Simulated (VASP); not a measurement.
**BiB (relaxed from the zincblende structure, space group F-43m): computed properties**

Calculation: r2SCAN meta-GGA, VASP's PBE PAW potentials (set 64) (plane waves; VASP 6.6.1).

| Property | Result |
|---|---|
| space group | F-43m (216) |
| cell | a = b = c = 5.4892 Å, α = β = γ = 90.00° |
| volume per atom | 20.67 Å^3/atom |
| band gap (over mesh and band path) | 0.40 eV |
| smallest direct gap (over mesh and band path) | 0.40 eV |
| band-edge character | direct, Γ to Γ |
| density | 8.83 g/cm³ |

```xyz
2
Lattice="0.0000 2.7446 2.7446 2.7446 0.0000 2.7446 2.7446 2.7446 0.0000" Properties=species:S:1:pos:R:3 pbc="T T T"
Bi     1.3723     1.3723     1.3723
B      0.0000     0.0000     0.0000
```

Unless said otherwise, spin-orbit coupling is left out, though it shifts the bands of the heavy elements here.

The structure was generated: BiB was put into the zincblende type (F-43m), which need not be its known phase. It was relaxed first, which changed the volume by -6 %. Symmetry was kept, so distortions that lower it aren't found.
